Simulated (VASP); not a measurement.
Input for VASP

**KPOINTS**
```
Automatic mesh
0
Gamma
6 6 6
0 0 0
```

**POSCAR**
```
GaP
5.450270
  0.0000000000   0.4999999836   0.4999999836
  0.4999999836   0.0000000000   0.4999999836
  0.4999999836   0.4999999836   0.0000000000
Ga P
1 1
Direct
  0.0000000000   0.0000000000   0.0000000000
  0.2500000000   0.2500000000   0.2500000000
```

**INCAR**
```
SYSTEM = GaP
PREC = Accurate
ENCUT = 520
EDIFF = 1E-6
NELM = 100
ALGO = Normal
LREAL = .FALSE.
LASPH = .TRUE.
ISMEAR = 0
SIGMA = 0.05
GGA = PE
LMAXMIX = 4
LWAVE = .TRUE.
LCHARG = .FALSE.
```

POTCAR, in this order: Ga_d P (PBE.64 set). Program: vasp_std.

Question: Translate this PBE calculation to Ansatz.

Answer: One equivalent input (not run):
Ansatz 0.2 input:
```yaml
crystal:
  lattice:
    - [0.0000000, 2.7251349, 2.7251349]
    - [2.7251349, 0.0000000, 2.7251349]
    - [2.7251349, 2.7251349, 0.0000000]
  atoms:
    - { symbol: Ga, position: [0.0000000, 0.0000000, 0.0000000] }
    - { symbol: P, position: [0.2500000, 0.2500000, 0.2500000] }
kpoints:
  mp_grid: { grid: [6, 6, 6] }
hamiltonian:
  xc: pbe
  pseudopotentials: { kind: paw }
scf:
  occupations: { method: gaussian, width: 0.05 }
  max_iter: 100
output: { forces: true, stress: true, eigenvalues: true }
```
Limits of the translation: each code has its own PAW files, so the cut-off isn't converted (ENCUT is set for VASP's; basis.ecutwfc is left out, and Ansatz then takes the one that its files recommend); Ansatz stops its SCF on the density residual and VASP on the energy change (EDIFF).

The compound is GaP in the zinc blende structure. The cell was not relaxed at this level.
